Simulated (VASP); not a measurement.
Level of theory: PBE GGA, VASP's PBE PAW potentials (set 64) (plane waves; VASP 6.6.1).

A VASP calculation is set up with these files.

POSCAR:
```
Co
1
    1.2550000000    -2.1737240000     0.0000000000
    1.2550000000     2.1737240000     0.0000000000
    0.0000000000     0.0000000000     4.0700000000
Co
2
Direct
  0.3333330000   0.6666670000   0.2500000000
  0.6666670000   0.3333330000   0.7500000000
```

**KPOINTS**
```
Automatic mesh
0
Gamma
15 15 8
0 0 0
```

**INCAR**
```
! general
SYSTEM  = Co
PREC    = Accurate
ENCUT   = 400   ! plane-wave cut-off (eV)
LREAL   = .False.   ! projection in real space or not
LASPH   = .True.

! electronic loop
EDIFF   = 1E-6
NELM    = 100   ! most electronic steps
ALGO    = Normal
IMIX    = 1
AMIX    = 0.6
BMIX    = 0.0001
LMAXMIX = 4   ! l cut-off of mixed one-centre charges

! smearing
ISMEAR  = 1
SIGMA   = 0.1   ! width (eV)

! functional
GGA     = PE   ! PBE

! spin
ISPIN   = 2   ! spin-polarised
MAGMOM  = 2*1.8

! ions
ISIF    = 2   ! forces and stress, cell fixed

! output
LWAVE   = .False.
LCHARG  = .False.
LORBIT  = 10
```

POTCAR, in this order: Co (PBE.64 set). Program: vasp_std.

Output

**OUTCAR**
```
 ion  position               nearest neighbor table
   1  0.333  0.667  0.250-   2 2.50   2 2.50   2 2.50   2 2.50   2 2.50   2 2.50
   2  0.667  0.333  0.750-   1 2.50   1 2.50   1 2.50   1 2.50   1 2.50   1 2.50
  LATTYP: Found a hexagonal cell.
 ALAT       =     2.5100002048
 C/A-ratio  =     1.6215138119
 Subroutine PRICEL returns:
 Original cell was already a primitive cell.
 Subroutine GETGRP returns: Found 24 space group operations
The static configuration has the point symmetry D_3d.
 The point group associated with its full space group is D_6h.
The dynamic configuration has the point symmetry D_3d.
The overall configuration has the point symmetry D_3d.
 Subroutine INISYM returns: Found 24 space group operations
 Subroutine IBZKPT returns following result:
 Found    135 irreducible k-points:

 Following reciprocal coordinates:
            Coordinates               Weight
  0.000000  0.000000  0.000000      1.000000
  0.066667  0.000000  0.000000      6.000000
  0.133333  0.000000  0.000000      6.000000
  0.200000  0.000000  0.000000      6.000000
  0.266667  0.000000  0.000000      6.000000
  0.333333  0.000000  0.000000      6.000000
  0.400000  0.000000  0.000000      6.000000
  0.466667  0.000000  0.000000      6.000000
  0.066667  0.066667  0.000000      6.000000
  0.133333  0.066667  0.000000     12.000000
  0.200000  0.066667  0.000000     12.000000
  0.266667  0.066667  0.000000     12.000000
  0.333333  0.066667  0.000000     12.000000
  0.400000  0.066667  0.000000     12.000000
  0.466667  0.066667  0.000000      6.000000
  0.133333  0.133333  0.000000      6.000000
  0.200000  0.133333  0.000000     12.000000
  0.266667  0.133333  0.000000     12.000000
  0.333333  0.133333  0.000000     12.000000
  0.400000  0.133333  0.000000     12.000000
  0.200000  0.200000  0.000000      6.000000
...
```

OSZICAR:
```
       N       E                     dE             d eps       ncg     rms          rms(c)
DAV:   1     0.704617009309E+02    0.70462E+02   -0.70312E+03  8228   0.130E+03
DAV:   2    -0.143512451823E+02   -0.84813E+02   -0.78472E+02  8114   0.237E+02
DAV:   3    -0.161493820203E+02   -0.17981E+01   -0.17511E+01  9738   0.483E+01
DAV:   4    -0.161780553721E+02   -0.28673E-01   -0.28668E-01 11716   0.462E+00
DAV:   5    -0.161782561161E+02   -0.20074E-03   -0.20074E-03  9921   0.369E-01    0.145E+01
DAV:   6    -0.178925191953E+02   -0.17143E+01   -0.35815E+01  8478   0.121E+02    0.172E+01
DAV:   7    -0.206314334841E+02   -0.27389E+01   -0.80832E+01  8415   0.142E+02    0.257E+01
DAV:   8    -0.240903541270E+02   -0.34589E+01   -0.99703E+01  8240   0.204E+02    0.446E+01
DAV:   9    -0.302308878121E+02   -0.61405E+01   -0.21953E+02  8303   0.210E+02    0.715E+01
DAV:  10    -0.362593891282E+02   -0.60285E+01   -0.23524E+02  8121   0.320E+02    0.111E+02
DAV:  11    -0.475358456144E+02   -0.11276E+02   -0.52630E+02  8590   0.274E+02    0.163E+02
DAV:  12    -0.540448218943E+02   -0.65090E+01   -0.48245E+02  8100   0.455E+02    0.216E+02
DAV:  13    -0.458978897859E+02    0.81469E+01   -0.77075E+02  9129   0.289E+02    0.281E+02
DAV:  14    -0.637534904886E+02   -0.17856E+02   -0.72177E+02  8114   0.521E+02    0.378E+02
DAV:  15    -0.398143688512E+02    0.23939E+02   -0.86967E+02  9234   0.293E+02    0.514E+02
DAV:  16    -0.640027769021E+02   -0.24188E+02   -0.76315E+02  8142   0.551E+02    0.701E+02
DAV:  17     0.126905097433E+02    0.76693E+02   -0.77885E+02  9528   0.271E+02    0.953E+02
DAV:  18    -0.107099557922E+02   -0.23400E+02   -0.63666E+02  8198   0.500E+02    0.128E+03
DAV:  19     0.957268405992E+02    0.10644E+03   -0.72237E+02  9496   0.253E+02    0.172E+03
DAV:  20     0.933385498390E+02   -0.23883E+01   -0.67483E+02  8149   0.502E+02    0.233E+03
DAV:  21     0.213563446763E+03    0.12022E+03   -0.10674E+03  9360   0.280E+02    0.317E+03
DAV:  22    -0.301102166047E+02   -0.24367E+03   -0.15937E+03  8389   0.816E+02    0.430E+03
DAV:  23     0.126042302221E+03    0.15615E+03   -0.11186E+03  8459   0.247E+02    0.587E+03
DAV:  24     0.514641784706E+03    0.38860E+03   -0.90995E+01  9244   0.181E+02    0.823E+03
DAV:  25     0.409012142109E+03   -0.10563E+03   -0.42411E+02  8961   0.228E+02    0.116E+04
DAV:  26     0.399590898761E+03   -0.94212E+01   -0.79248E+01  8351   0.120E+02    0.162E+04
DAV:  27     0.730308773823E+03    0.33072E+03   -0.14840E+02  9218   0.188E+02    0.227E+04
DAV:  28     0.138356382202E+04    0.65326E+03   -0.12629E+02  8114   0.187E+02    0.318E+04
DAV:  29     0.193911716554E+04    0.55555E+03   -0.35256E+02  8107   0.323E+02    0.445E+04
```

**stdout**
```
...
DAV:   6    -0.178925191953E+02   -0.17143E+01   -0.35815E+01  8478   0.121E+02    0.172E+01
DAV:   7    -0.206314334841E+02   -0.27389E+01   -0.80832E+01  8415   0.142E+02    0.257E+01
DAV:   8    -0.240903541270E+02   -0.34589E+01   -0.99703E+01  8240   0.204E+02    0.446E+01
DAV:   9    -0.302308878121E+02   -0.61405E+01   -0.21953E+02  8303   0.210E+02    0.715E+01
DAV:  10    -0.362593891282E+02   -0.60285E+01   -0.23524E+02  8121   0.320E+02    0.111E+02
DAV:  11    -0.475358456144E+02   -0.11276E+02   -0.52630E+02  8590   0.274E+02    0.163E+02
DAV:  12    -0.540448218943E+02   -0.65090E+01   -0.48245E+02  8100   0.455E+02    0.216E+02
DAV:  13    -0.458978897859E+02    0.81469E+01   -0.77075E+02  9129   0.289E+02    0.281E+02
DAV:  14    -0.637534904886E+02   -0.17856E+02   -0.72177E+02  8114   0.521E+02    0.378E+02
DAV:  15    -0.398143688512E+02    0.23939E+02   -0.86967E+02  9234   0.293E+02    0.514E+02
DAV:  16    -0.640027769021E+02   -0.24188E+02   -0.76315E+02  8142   0.551E+02    0.701E+02
DAV:  17     0.126905097433E+02    0.76693E+02   -0.77885E+02  9528   0.271E+02    0.953E+02
DAV:  18    -0.107099557922E+02   -0.23400E+02   -0.63666E+02  8198   0.500E+02    0.128E+03
DAV:  19     0.957268405992E+02    0.10644E+03   -0.72237E+02  9496   0.253E+02    0.172E+03
DAV:  20     0.933385498390E+02   -0.23883E+01   -0.67483E+02  8149   0.502E+02    0.233E+03
DAV:  21     0.213563446763E+03    0.12022E+03   -0.10674E+03  9360   0.280E+02    0.317E+03
DAV:  22    -0.301102166047E+02   -0.24367E+03   -0.15937E+03  8389   0.816E+02    0.430E+03
DAV:  23     0.126042302221E+03    0.15615E+03   -0.11186E+03  8459   0.247E+02    0.587E+03
DAV:  24     0.514641784706E+03    0.38860E+03   -0.90995E+01  9244   0.181E+02    0.823E+03
DAV:  25     0.409012142109E+03   -0.10563E+03   -0.42411E+02  8961   0.228E+02    0.116E+04
DAV:  26     0.399590898761E+03   -0.94212E+01   -0.79248E+01  8351   0.120E+02    0.162E+04
DAV:  27     0.730308773823E+03    0.33072E+03   -0.14840E+02  9218   0.188E+02    0.227E+04
DAV:  28     0.138356382202E+04    0.65326E+03   -0.12629E+02  8114   0.187E+02    0.318E+04
DAV:  29     0.193911716554E+04    0.55555E+03   -0.35256E+02  8107   0.323E+02    0.445E+04

 -----------------------------------------------------------------------------
|                     _     ____    _    _    _____     _                     |
|                    | |   |  _ \  | |  | |  / ____|   | |                    |
|                    | |   | |_) | | |  | | | |  __    | |                    |
|                    |_|   |  _ <  | |  | | | | |_ |   |_|                    |
|                     _    | |_) | | |__| | | |__| |    _                     |
|                    (_)   |____/   \____/   \_____|   (_)                    |
|                                                                             |
|                                                                             |
|      internal error in RAD_INT: RHOPS /= RHOAE                              |
|                                                                             |
|     If you are not a developer, you should not encounter this problem.      |
|     Please submit a bug report.                                             |
|                                                                             |
 -----------------------------------------------------------------------------
```

VASP stops with an error: internal error in RAD_INT: RHOPS /= RHOAE If you are not a developer, you should not encounter this problem. Please submit a bug report.

The compound is Co in the hcp structure. The cell was not relaxed at this level. The run is one of a series of settings (AMIX = 0.6, BMIX = 0.0001, IMIX = 1 against the base run), some of them coarse on purpose.
